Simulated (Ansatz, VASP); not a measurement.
# CoSi2: VASP beside Ansatz

One calculation is typed for both programs; each brings its own data sets. How far apart do they land? The cell is taken from a series of runs on this material, whose earlier steps may have relaxed, scaled, displaced or heated it; both programs get it as it stands.

Calculated with Ansatz 0.2.0; plane waves, with VASP 6.6.1 beside it; zone-centre phonons at PBEsol.

## Step 1: Set-up

The structure is cubic, space group Fm-3m (No. 225). The conventional cell has a = 5.382 Å, b = 5.382 Å, c = 5.382 Å, α = 90.00°, β = 90.00°, γ = 90.00°. Nearest to Si lie 4 Co at 2.33 Å. Nearest to Co lie 8 Si at 2.33 Å. Farther neighbours are not listed.

Structure file:

```cif
data_structure
_symmetry_space_group_name_H-M 'Fm-3m'
_symmetry_Int_Tables_number 225
_cell_length_a 5.3825
_cell_length_b 5.3825
_cell_length_c 5.3825
_cell_angle_alpha 90.000
_cell_angle_beta 90.000
_cell_angle_gamma 90.000
_cell_volume 155.93
loop_
_atom_site_label
_atom_site_type_symbol
_atom_site_symmetry_multiplicity
_atom_site_Wyckoff_symbol
_atom_site_fract_x
_atom_site_fract_y
_atom_site_fract_z
_atom_site_occupancy
Si1 Si 8 c 0.25000 0.75000 0.75000 1
Co1 Co 4 a 0.00000 0.00000 0.00000 1
```

## Step 2: Ansatz: zone-centre phonons, PBEsol

Ansatz runs on its PAW soft_1 files.

Second derivatives magnify differences that forces hide, and they need a tight electronic threshold.

Contents of input.yaml:

```yaml
crystal:
  lattice:
    - [0.0, 2.6912300196, 2.6912300196]
    - [2.6912300196, 0.0, 2.6912300196]
    - [2.6912300196, 2.6912300196, 0.0]
  atoms:
    - { symbol: Si, position: [0.25, 0.25, 0.25] }
    - { symbol: Si, position: [0.75, 0.75, 0.75] }
    - { symbol: Co, position: [0.0, 0.0, 0.0] }
kpoints:
  mp_grid: { grid: [16, 16, 16] }
hamiltonian:
  xc: pbesol
  pseudopotentials: { kind: paw, azcp: { folder: soft_1 }, xc_functional: pbe }
scf:
  occupations: { method: methfessel_paxton, width: 0.2 }
output:
  eigenvalues: true
phonons:
  method: dfpt
```

Started as:

```
> ansatz run input.yaml --threads 4 --pin off --max-ram 10240MiB --backend cpu --events-out ev --progress --plain --runs-dir out
```

Numbers of over 12 decimals in the logs are rounded to 6 here.

What it wrote:

```text
zone centre: on kpoints.mp_grid the ground state, and the responses unless they are solved on pairs of k-points, stand on 349 of the mesh's 4096 k-points, reduced under 8 symmetry operations, with k and −k counted as one. Each operation leaves every solved displacement unchanged or reverses it
Engine: ansatz 0.2.0, x86_64-unknown-linux-gnu
Pseudopotentials: kind: paw
Pseudopotential: Si, paw, valence charge 4, recommended cutoff 420 eV (normal), soft_1/Si.paw.azcp
Pseudopotential: Co, paw, valence charge 17, recommended cutoff 420 eV (normal), soft_1/Co.paw.azcp
Functional definition: PBEsol
  exchange = pbesol_x
  correlation = pbesol_c
Crystal: 3 atoms, lattice volume = 38.984 Å³
Basis set: ecut = 420 eV, 749 PW (Γ), exchange–correlation on 54×54×54 points (8 copies of the dense FFT grid, shifted against one another)
Bands: 17, of which v1, the nominal top of the filled ones, is band 13 counted from 1 (12 counted from 0)
Symmetry: 48 space group operations
k-points: 349 of 4096 (irreducible under 8 space group operations, time reversal used)
Non-local potential: Si, projectors of the file, l = 0: 2, l = 1: 2, l = 2: 1
Non-local potential: Co, projectors of the file, l = 0: 3, l = 1: 2, l = 2: 3, l = 3: 1
PAW form: soft (Blöchl's): semilocal exchange-correlation on the pseudo side does not see the compensation charge
PAW frozen core: Si, regenerated for the run's functional, and the local potential with it (the file was generated under x = pbe(κ = 0.804, μ = 0.219515), c = pbe(β = 0.066725))
PAW frozen core: Co, regenerated for the run's functional, and the local potential with it (the file was generated under x = pbe(κ = 0.804, μ = 0.219515), c = pbe(β = 0.066725))
PAW one-centre angular grid: Si, 110 points (default); XC on 64 Gauss nodes
PAW one-centre angular grid: Co, 590 points (default); XC on 64 Gauss nodes
Initial density: superposition of atomic densities (chi_scale 0.1, normalization cell, long waves kept (reshape's long-wave potential 0.00 eV rms))
Initial wavefunctions: pseudopotential atomic-orbital guess
Functional: x = pbesol(κ = 0.804, μ = 0.123457), c = pbesol(β = 0.046)
SCF iter   1: F=—  HF=-6338.972321 eV  |F-HF|=—  |Δ(HF+E_count)|=         —  Δρ=1.42e-1  dr2=8.72e0  ethr=3.10e-3  ⟨swp⟩=5.2  Hψ=30086  notcnv=0
preconditioner: auto → Kerker (q_TF=auto, 2.534 Å⁻¹)  [metal: Δε(μ)=0.019 eV  Ē_g=8.631 eV  σ=0.200 eV  W_gap=0.08  n_scr=14 (ndim 8)  ℏωp=24.5 eV  f_vac=0.000  D(μ)=1.03/eV (n_scr^D=8)]
SCF iter   2: F=—  HF=-6338.188725 eV  |F-HF|=—  |Δ(HF+E_count)|=   7.84e-1  S|Δr|=    0.00e0  Δρ=5.94e-2  dr2=2.15e0  ethr=3.10e-3  ⟨swp⟩=2.4  Hψ=11815  notcnv=0  defer=71
SCF iter   3: F=—  HF=-6337.717907 eV  |F-HF|=—  |Δ(HF+E_count)|=   4.71e-1  S|Δr|=    0.00e0  Δρ=2.06e-2  dr2=2.37e-1  ethr=3.10e-3  ⟨swp⟩=2.1  Hψ=10310  notcnv=0  defer=71
SCF iter   4: F=—  HF=-6337.689652 eV  |F-HF|=—  |Δ(HF+E_count)|=   2.83e-2  S|Δr|=    0.00e0  Δρ=9.60e-3  dr2=2.64e-2  ethr=9.48e-4  ⟨swp⟩=1.2  Hψ=8744  notcnv=0  defer=64
SCF iter   5: F=—  HF=-6337.688655 eV  |F-HF|=—  |Δ(HF+E_count)|=   9.97e-4  S|Δr|=    0.00e0  Δρ=3.44e-3  dr2=5.94e-3  ethr=1.06e-4  ⟨swp⟩=1.1  Hψ=6086  notcnv=0  defer=59
SCF iter   6: F=—  HF=-6337.687889 eV  |F-HF|=—  |Δ(HF+E_count)|=   7.66e-4  S|Δr|=    0.00e0  Δρ=7.89e-4  dr2=4.38e-4  ethr=2.38e-5  ⟨swp⟩=1.0  Hψ=5949  notcnv=0  defer=59
SCF iter   7: F=—  HF=-6337.687898 eV  |F-HF|=—  |Δ(HF+E_count)|=   8.56e-6  S|Δr|=    0.00e0  Δρ=1.52e-4  dr2=1.53e-5  ethr=1.75e-6  ⟨swp⟩=2.3  Hψ=8570  notcnv=0  defer=59
SCF iter   8: F=—  HF=-6337.687901 eV  |F-HF|=—  |Δ(HF+E_count)|=   3.30e-6  S|Δr|=    0.00e0  Δρ=1.72e-5  dr2=2.02e-7  ethr=6.10e-8  ⟨swp⟩=2.1  Hψ=7472  notcnv=0  defer=59
SCF iter   9: F=—  HF=-6337.687902 eV  |F-HF|=—  |Δ(HF+E_count)|=   5.85e-7  S|Δr|=    0.00e0  Δρ=2.88e-6  dr2=2.96e-9  ethr=8.07e-10  ⟨swp⟩=2.0  Hψ=8541  notcnv=0  defer=59
SCF iter  10: F=-6337.687902 eV  HF=-6337.687902 eV  |F-HF|=3.64e-12  |Δ(HF+E_count)|=  4.73e-11  S|Δr|=    0.00e0  Δρ=1.64e-7  dr2=4.73e-12  ethr=1.00e-12  ⟨swp⟩=5.8  Hψ=32400  notcnv=0
SCF 1 converged in 10 iterations: F = -6337.687902 eV  dr2 = 4.73e-12
  greatest PAW one-centre occupation: 1.000 electrons in one spin orbital (limit 2), on the Co atom at site 2 (counted from 0), in its partial waves of l = 1
DFPT response loops at Γ: preconditioner auto → Kerker (q_TF=auto, 2.534 Å⁻¹) (partly filled bands, converged f_vac=0.000); β = 1.00, the filter's whole step (`scf.mixing.beta` (0.50) is not read by the response loops under this deck's `scf.mixing.preconditioner`; to damp them name `kerker` or `kerker_dos`, under which they read `scf.mixing.beta`, and type it under 1.00, their step now; both keys bind the ground state too); Broyden in place of MSR1
SCF converged after 10 iterations
Stability not checked: this state was not tested for a lower state beside it, because cold or Methfessel-Paxton smearing, or corrected tetrahedra, fill the levels in a way that the test cannot read (fill_not_monotonic; see scf.lower_state_search)
Free energy (F): -6337.687902 eV
Harris-Foulkes:  -6337.687902 eV  (|F-HF|=3.64e-12)
Internal energy: -6337.688845 eV  (E = F + TS)
E sigma→0 (E₀):  -6337.688137 eV
Entropy (-TS):   0.000944 eV (0.315 meV/atom)
Fermi energy:    12.513410 eV
--- Per-component energies (eV) ---
  E_band       = -290.469000
  E_kinetic    = 383.091382
  E_local      = -3927.930383  (includes V_loc(G=0)·N_el)
  E_nonlocal   = 480.369789
  E_hartree    = 1777.463503
  E_xc         = -207.592998
  E_vxc        = -219.599443  (∫ρ·V_xc dr)
  E_paw        = -2536.252897  (= ΣΔE_a)
  E_vpaw       = -561.327313  (= ΣTr[D̂ρ^β])
  E_aug_tail   = 0.000033  (compensation charges beyond the density's cutoff)
  E_ewald      = -2307.088816
  E_core_change = 0.251541  (= ΣΔE_core)
  E_smearing   = 0.000944  (= −TS)
  E_closure    = 0.000000  (closes the sum)
  Σ components = -6337.687902   (vs F -6337.687902, Δ=0.00e0)
--- Band table (eV; the first three rows and the last of 349) ---
  k-point 0: bands = [... 9 lower, 10.6766, 13.1614, 15.9174, 15.9174, 15.9174, 15.9413, 15.9413, 15.9413]
  k-point 1: bands = [... 9 lower, 10.6581, 13.2360, 14.8240, 15.3676, 15.3676, 16.5097, 16.5097, 17.0661]
  k-point 2: bands = [... 9 lower, 10.6110, 13.1419, 14.1458, 14.8227, 14.8227, 16.9101, 16.9101, 17.6988]
  k-point 348: bands = [... 9 lower, 10.2645, 10.6041, 11.1173, 11.8789, 16.1139, 16.1139, 18.2833, 19.0726]
--- Phonons (Γ-DFPT): 2 representative perturbations + reference, on 349 of 4096 k-points (Σ response iterations 6) ---
  k mesh reduced under 8 symmetry operations, with k and −k counted as one. Each operation leaves every solved displacement unchanged or reverses it
  ASR residual: 2.191e-5 → 0.000e0 eV/Å²; symmetrization residual: 6.301e-7 eV/Å²
  ASR residual per site (eV/Å²): 2.03e-5 2.03e-5 2.19e-5
  Γ frequencies (cm⁻¹): 0.00 0.00 0.00 315.59 315.59 315.59 316.89 316.89 316.89
  non-analytic LO–TO correction: not included (Born effective charges unavailable; polar crystals: no LO–TO splitting at Γ)
```

[end of part 1 of 2]

[Lines on the potential files, build, host, timing and source positions are cut from VASP's logs without a mark.]

[Logs are printed without paths, hosts, clocks, repeated set-up lines and the standing remarks that a program may print on its own settings, such as how far it seeks lower states.]

[Hosts, paths, dates, database ids (printed as entryN), source tags and the programs' standing remarks are cut or masked in the printed files.]
